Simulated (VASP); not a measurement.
# ZnW2Se4 (P1) in VASP: convergence with empty bands

Aim: find how far empty bands must go before the results for ZnW2Se4 settle, at PBEsol. This setting moves, with any that are tied to it; all else stays.

Program: VASP 6.6.1. These are calculated values, not measurements. Logs are shortened: lines on timing, memory, paths and dates and some standing lists are left out, and cuts for length are marked.

### 1 The cell of the first run

The typed cell holds 7 atoms: a = 3.311 Å, b = 3.311 Å, c = 17.958 Å, α = 90.00°, β = 90.00°, γ = 120.00°.

The cell comes from a database or a generator and needn't be the stable form of this composition.

The cell isn't the ideal one: atoms moved at random, drawn with an rms of 0.02 Å.

### 2 With empty bands 1

INCAR

```
  PREC = Accurate
  ENCUT = 520
  EDIFF = 1E-7
  ISMEAR = 0
  SIGMA = 0.02
  LREAL = False
  LASPH = True
  NELM = 80
  ALGO = Fast
  ISIF = 2
  LWAVE = False
  LCHARG = False
  GGA = PS
  NBANDS = 33
```

KPOINTS

```
Automatic mesh
0
Gamma
  7 7 2
```

POSCAR

```
ZnW2Se4
1.0
    3.3112294703      0.0000000000      0.0000000000
   -1.6556147351      2.8676088390      0.0000000000
    0.0000000000      0.0000000000     17.9580050763
W Se Zn
2 4 1
Direct
    0.3345690000      0.6660840000      0.2406970000
   -0.0015560000     -0.0035170000      0.7746440000
   -0.0069620000     -0.0028980000      0.3342290000
    0.3361870000      0.6740430000      0.6797950000
    0.3295210000      0.6686780000      0.8678040000
   -0.0000010000      0.0022170000      0.1461360000
   -0.0004370000      0.0015980000      0.5135460000
```

Potentials or basis: VASP PAW PBE potentials, release 64 (W_sv, Se, Zn).

Started as:

```console
$ cat potpaw_PBE.64/W_sv/POTCAR potpaw_PBE.64/Se/POTCAR potpaw_PBE.64/Zn/POTCAR > POTCAR
$ mpirun -np 1 vasp_std > vasp.out
```

Wall time 11 min (1 thread of Intel Xeon Platinum 8375C at 2.90GHz (Ice Lake), shared host); peak memory 0.51 GiB.

Results:

```yaml
Free_energy: -47.0692 eV
Pressure: -3.6 GPa
Largest_force: 0.610 eV/Å
Band_gap_on_the_k_mesh: 0.85 eV, indirect (least direct gap 1.08 eV)
```

### 3 With empty bands 2

Edit INCAR of step 2 so:

```diff
@@ -13,2 +13,2 @@
   GGA = PS
-  NBANDS = 33
+  NBANDS = 34
```

KPOINTS is that of step 2.

POSCAR is that of step 2.

Potentials or basis: VASP PAW PBE potentials, release 64 (W_sv, Se, Zn).

Started as:

```console
$ cat potpaw_PBE.64/W_sv/POTCAR potpaw_PBE.64/Se/POTCAR potpaw_PBE.64/Zn/POTCAR > POTCAR
$ mpirun -np 1 vasp_std > vasp.out
```

It took 11 min on 1 thread of Intel Xeon Platinum 8375C at 2.90GHz (Ice Lake), shared host; peak memory 0.5 GiB.

What came out:

| Item | Value |
| --- | --- |
| Free energy | -47.0692 eV |
| Pressure | -3.6 GPa |
| Largest force | 0.609 eV/Å |
| Band gap on the k mesh | 0.83 eV, indirect (least direct gap 1.08 eV) |

### 4 With empty bands 3

Edit INCAR of step 3 so:

```diff
@@ -13,2 +13,2 @@
   GGA = PS
-  NBANDS = 34
+  NBANDS = 35
```

KPOINTS is that of step 3.

POSCAR is that of step 3.

Started as:

```console
$ cat potpaw_PBE.64/W_sv/POTCAR potpaw_PBE.64/Se/POTCAR potpaw_PBE.64/Zn/POTCAR > POTCAR
$ mpirun -np 1 vasp_std > vasp.out
```

Run time: 12 min. Hardware: 1 thread of Intel Xeon Platinum 8375C at 2.90GHz (Ice Lake), shared host; peak memory 0.51 GiB.

What came out:

* Free energy: -47.0692 eV
* Pressure: -3.6 GPa
* Largest force: 0.610 eV/Å
* Band gap on the k mesh: 0.83 eV, indirect (least direct gap 1.08 eV)

### 5 With empty bands 4

Edit INCAR of step 4 so:

```diff
@@ -13,2 +13,2 @@
   GGA = PS
-  NBANDS = 35
+  NBANDS = 36
```

KPOINTS is that of step 4.

POSCAR is that of step 4.

Started as:

```console
$ cat potpaw_PBE.64/W_sv/POTCAR potpaw_PBE.64/Se/POTCAR potpaw_PBE.64/Zn/POTCAR > POTCAR
$ mpirun -np 1 vasp_std > vasp.out
```

Run time: 12 min. Hardware: 1 thread of Intel Xeon Platinum 8375C at 2.90GHz (Ice Lake), shared host; peak memory 0.51 GiB.

Results:

```
Free energy            : -47.0692 eV
Pressure               : -3.6 GPa
Largest force          : 0.610 eV/Å
Band gap on the k mesh : 0.83 eV, indirect (least direct gap 1.08 eV)
```

### 6 With empty bands 6

Edit INCAR of step 5 so:

```diff
@@ -13,2 +13,2 @@
   GGA = PS
-  NBANDS = 36
+  NBANDS = 38
```

KPOINTS is that of step 5.

POSCAR is that of step 5.

Potentials or basis: VASP PAW PBE potentials, release 64 (W_sv, Se, Zn).

Started as:

```console
$ cat potpaw_PBE.64/W_sv/POTCAR potpaw_PBE.64/Se/POTCAR potpaw_PBE.64/Zn/POTCAR > POTCAR
$ mpirun -np 1 vasp_std > vasp.out
```

Run time: 11 min. Hardware: 1 thread of Intel Xeon Platinum 8375C at 2.90GHz (Ice Lake), shared host; peak memory 0.52 GiB.

What came out:

```yaml
Free_energy: -47.0692 eV
Pressure: -3.6 GPa
Largest_force: 0.609 eV/Å
Band_gap_on_the_k_mesh: 0.83 eV, indirect (least direct gap 1.08 eV)
```

### 7 With empty bands 10

Edit INCAR of step 6 so:

```diff
@@ -13,2 +13,2 @@
   GGA = PS
-  NBANDS = 38
+  NBANDS = 42
```

KPOINTS is that of step 6.

POSCAR is that of step 6.

Started as:

```console
$ cat potpaw_PBE.64/W_sv/POTCAR potpaw_PBE.64/Se/POTCAR potpaw_PBE.64/Zn/POTCAR > POTCAR
$ mpirun -np 1 vasp_std > vasp.out
```

Run time: 10 min. Hardware: 1 thread of Intel Xeon Platinum 8375C at 2.90GHz (Ice Lake), shared host; peak memory 0.54 GiB.

What came out:

```yaml
Free_energy: -47.0692 eV
Pressure: -3.6 GPa
Largest_force: 0.610 eV/Å
Band_gap_on_the_k_mesh: 0.83 eV, indirect (least direct gap 1.08 eV)
```

### 8 With empty bands 16

Edit INCAR of step 7 so:

```diff
@@ -13,2 +13,2 @@
   GGA = PS
-  NBANDS = 42
+  NBANDS = 48
```

KPOINTS is that of step 7.

POSCAR is that of step 7.

Potentials or basis: VASP PAW PBE potentials, release 64 (W_sv, Se, Zn).

Started as:

```console
$ cat potpaw_PBE.64/W_sv/POTCAR potpaw_PBE.64/Se/POTCAR potpaw_PBE.64/Zn/POTCAR > POTCAR
$ mpirun -np 1 vasp_std > vasp.out
```

OUTCAR:

```text
PREC = Accurate
   ENCUT = 520
   EDIFF = 1E-7
   ISMEAR = 0
   LREAL = False
   LASPH = True
   NELM = 80
   ISIF = 2
   GGA = PS

 ion  position               nearest neighbor table
   1  0.335  0.666  0.241-   3 2.53   3 2.55   6 2.55   6 2.55   3 2.56   6 2.57
   2  0.998  0.996  0.775-   5 2.52   5 2.55   4 2.55   4 2.55   5 2.55   4 2.58
   3  0.993  0.997  0.334-   1 2.53   1 2.55   1 2.56
   4  0.336  0.674  0.680-   2 2.55   2 2.55   2 2.58
   5  0.330  0.669  0.868-   2 2.52   2 2.55   2 2.55
   6  1.000  0.002  0.146-   1 2.55   1 2.55   1 2.57
   7  1.000  0.002  0.514-

  LATTYP: Found a hexagonal cell.
 ALAT       =     3.3112294703
 C/A-ratio  =     5.4233647161

  Lattice vectors:

 A1 = (   3.3112294703,   0.0000000000,   0.0000000000)
 A2 = (  -1.6556147351,   2.8676088390,   0.0000000000)
 A3 = (   0.0000000000,   0.0000000000,  17.9580050763)

Analysis of symmetry for initial positions (statically):
=====================================================================
 Subroutine PRICEL returns:
 Original cell was already a primitive cell.

 Routine SETGRP: Setting up the symmetry group for a
 hexagonal supercell.

 Subroutine GETGRP returns: Found  1 space group operations
 (whereof  1 operations were pure point group operations)
 out of a pool of 24 trial point group operations.

The static configuration has the point symmetry C_1 .

Analysis of symmetry for dynamics (positions and initial velocities):
=====================================================================
 Subroutine PRICEL returns:
 Original cell was already a primitive cell.

 Routine SETGRP: Setting up the symmetry group for a
 hexagonal supercell.

 Subroutine GETGRP returns: Found  1 space group operations
 (whereof  1 operations were pure point group operations)
 out of a pool of 24 trial point group operations.

The dynamic configuration has the point symmetry C_1 .

 Subroutine INISYM returns: Found  1 space group operations
 (whereof  1 operations are pure point group operations),
 and found     1 'primitive' translations

----------------------------------------------------------------------------------------

                                     Primitive cell

  volume of cell :     170.5168

  direct lattice vectors                    reciprocal lattice vectors
     3.311229470  0.000000000  0.000000000     0.302002627  0.174361298  0.000000000
    -1.655614735  2.867608839  0.000000000     0.000000000  0.348722596  0.000000000
     0.000000000  0.000000000 17.958005076     0.000000000  0.000000000  0.055685473
[... 94 lines left out ...]
   EDIFF  = 0.1E-06   stopping-criterion for ELM
   LREAL  =      F    real-space projection
   EDIFFG = 0.1E-05   stopping-criterion for IOM
   NSW    =      0    number of steps for IOM
   IBRION =     -1    ionic relax: 0-MD 1-quasi-New 2-CG
   NFREE  =      0    steps in history (QN), initial steepest desc. (CG)
   ISIF   =      2    stress and relaxation
   ISYM   =      2    0-nonsym 1-usesym 2-fastsym
   POTIM  = 0.5000    time-step for ionic-motion
   TEBEG  =    0.0;   TEEND  =   0.0 temperature during run
   PSTRESS=    0.0 pullay stress
   NELECT =      64.0000    total number of electrons
   NUPDOWN=      -1.0000    fix difference up-down
   EMIN   =  10.00;   EMAX   =-10.00  energy-range for DOS
   EFERMI =   0.00;   METHOD = LEGACY
   ISMEAR =     0;   SIGMA  =   0.02  broadening in eV -4-tet -1-fermi 0-gaus
   EFERMI_NEDOS =   21; number of points for ismear=-14 and -15
   IALGO  =     68    algorithm
   IMIX   =      4    mixing-type and parameters
     AMIX     =   0.40;   BMIX     =  1.00
     AMIX_MAG =   1.60;   BMIX_MAG =  1.00
  volume/ion in A,a.u.               =      24.36       164.39
  Fermi-wavevector in a.u.,A,eV,Ry     =   1.180898  2.231574 18.973598  1.394520
  Thomas-Fermi vector in A             =   2.317182
   LORBIT       =      0    0 simple, 1 ext, 2 COOP (PROOUT), +10 PAW based schemes
   GGA     = PS    functional components
   LHFCALC =     F    Hartree Fock is set to
   AEXX    =    0.0000 exact exchange contribution
   IVDW    =     0    specifies the selected vdW correction
   LEPSILON=     F    determine dielectric tensor
   LRPA    =     F    only Hartree local field effects (RPA)
 non-spin polarized calculation
 RMM-DIIS sequential band-by-band and
 Gauss-broadening in eV      SIGMA  =   0.02
  energy-cutoff  :      520.00
  volume of cell :      170.52
 maximum number of plane-waves:      4614
 NGX is ok and might be reduce to    28
   NGX = 13   NGY = 13   NGZ = 67

 number of electron      63.9999994 magnetization

 Free energy of the ion-electron system (eV)
  ---------------------------------------------------
  ext. energy  EPLUGINS =         0.00000000
  ---------------------------------------------------
  free energy    TOTEN  =       -47.06921269 eV

  energy without entropy =      -47.06921269  energy(sigma->0) =      -47.06921269

 E-fermi :   4.1505     XC(G=0):  -9.5873

 val. band max:        3.9129650929   @ k =   0.4286   0.4286   0.5000
 cond. band min:       4.7434082641   @ k =  -0.1429   0.2857   0.5000
 fundamental gap:      0.8304431712
 Fermi energy:         4.1505037128

 k-point     1 :       0.0000    0.0000    0.0000
  band No.  band energies     occupation
      1     -70.8027      2.00000
      2     -70.6377      2.00000
      3     -35.0332      2.00000
      4     -34.9112      2.00000
      5     -34.9080      2.00000
      6     -34.8635      2.00000
[... 1117 lines left out ...]
     43       8.8475      0.00000
     44       9.1800      0.00000

 [... further k-points ...]

 [bands above 44 left out]

------------------------ aborting loop because EDIFF is reached ----------------------------------------

  FORCE on cell =-STRESS in cart. coord.  units (eV):
  Direction    XX          YY          ZZ          XY          YZ          ZX
  --------------------------------------------------------------------------------------
  -------------------------------------------------------------------------------------
  Total       -3.9293923     -4.2137221     -3.3451185      0.0371691      0.3788469      0.3942360
  in kB      -36.9205947    -39.5921602    -31.4307552      0.3492413      3.5596483      3.7042437
  external PRESSURE =     -35.9811700 kB  Pullay stress =       0.0000000 kB

 VOLUME and BASIS-vectors are now :
 -----------------------------------------------------------------------------
  energy-cutoff  :      520.00
  volume of cell :      170.52
      direct lattice vectors                 reciprocal lattice vectors
     3.311229470  0.000000000  0.000000000     0.302002627  0.174361298  0.000000000
    -1.655614735  2.867608839  0.000000000     0.000000000  0.348722596  0.000000000
     0.000000000  0.000000000 17.958005076     0.000000000  0.000000000  0.055685473

 POSITION                                       TOTAL-FORCE (eV/Angst)
 -----------------------------------------------------------------------------------
      0.00506      1.91007      4.32244        -0.282008      0.007544     -0.297111
      1.65629      2.85752     13.91106        -0.178987      0.400682     -0.279095
      1.63736      2.85930      6.00209         0.203887      0.055896     -0.270513
     -0.00276      1.93289     12.20776         0.032761     -0.250655      0.454676
     -0.01595      1.91751     15.58403         0.146121     -0.150025     -0.256314
      3.30756      0.00636      2.62431         0.078679     -0.063635      0.601146
      3.30714      0.00458      9.22226        -0.000453      0.000194      0.047211
 -----------------------------------------------------------------------------------
    total drift:                               -0.000108      0.000110     -0.001269

  FREE ENERGIE OF THE ION-ELECTRON SYSTEM (eV)
  ---------------------------------------------------
  free  energy   TOTEN  =       -47.0692126946 eV

  energy  without entropy=      -47.0692126946  energy(sigma->0) =      -47.06921269
```

It took 13 min on 1 thread of Intel Xeon Platinum 8375C at 2.90GHz (Ice Lake), shared host; peak memory 0.55 GiB.

What came out:

* Free energy: -47.0692 eV
* Pressure: -3.6 GPa
* Largest force: 0.610 eV/Å
* Band gap on the k mesh: 0.83 eV, indirect (least direct gap 1.08 eV)

### 9 Result

| empty bands | energy less the tightest run, at zero smearing (meV/atom) | gap on the mesh (eV) | SCF cycles | CPU time (s) | peak memory (GiB) |
| --- | --- | --- | --- | --- | --- |
| 1 | 0.00 | 0.850 | 22 | 640 | 0.51 |
| 2 | 0.00 | 0.831 | 21 | 630 | 0.5 |
| 3 | 0.00 | 0.832 | 20 | 720 | 0.51 |
| 4 | 0.00 | 0.831 | 20 | 700 | 0.51 |
| 6 | 0.00 | 0.830 | 18 | 630 | 0.52 |
| 10 | 0.00 | 0.831 | 18 | 610 | 0.54 |
| 16 | 0.00 | 0.830 | 18 | 740 | 0.55 |

Against the tightest run, the energy stays within 1 meV/atom from 1 on; the gap on the mesh stays within 0.01 eV from 2 on. The tightest run that finished is the yardstick and may itself not be fully converged.

Caveats: the PAW data sets were made with another functional, which shifts forces and pressure a little; spin-orbit coupling is left out, which moves the levels of the heavy elements; an odd mesh through Γ misses points on the zone boundary, where band edges often lie.
